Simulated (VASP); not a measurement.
A run of VASP 6.6.1:

File INCAR:

```
PREC = Accurate
ENCUT = 300
EDIFF = 1E-6
ISMEAR = 0
SIGMA = 0.02
LREAL = F
LASPH = T
NELM = 80
ALGO = Fast
ISIF = 3
LWAVE = F
LCHARG = F
IBRION = 2
NSW = 60
EDIFFG = -0.01
```

File KPOINTS:

```
regular mesh
0
Gamma
  5 5 5
```

POSCAR

```
InSb
1.0
    0.0000000000      3.3166107100      3.3166107100
    3.3166107100      0.0000000000      3.3166107100
    3.3166107100      3.3166107100      0.0000000000
In Sb
1 1
Direct
    0.2500000000      0.2500000000      0.2500000000
    0.0000000000      0.0000000000      0.0000000000
```

Potentials or basis: VASP PAW LDA potentials, release 64 (In_d, Sb).

Command:

```console
$ cat potpaw_LDA.64/In_d/POTCAR potpaw_LDA.64/Sb/POTCAR > POTCAR
$ mpirun -np 1 vasp_std > vasp.out
```

Hardware: 1 thread of AMD EPYC 7R13 Processor (Zen 3), with other jobs on the host.

Problem. Estimate the wall time of this run.

Solution. It took 18 s on 1 thread of AMD EPYC 7R13 Processor (Zen 3) (shared host), peak memory 0.11 GiB. Counts: scf iterations 41, k points 10, ion steps 3.
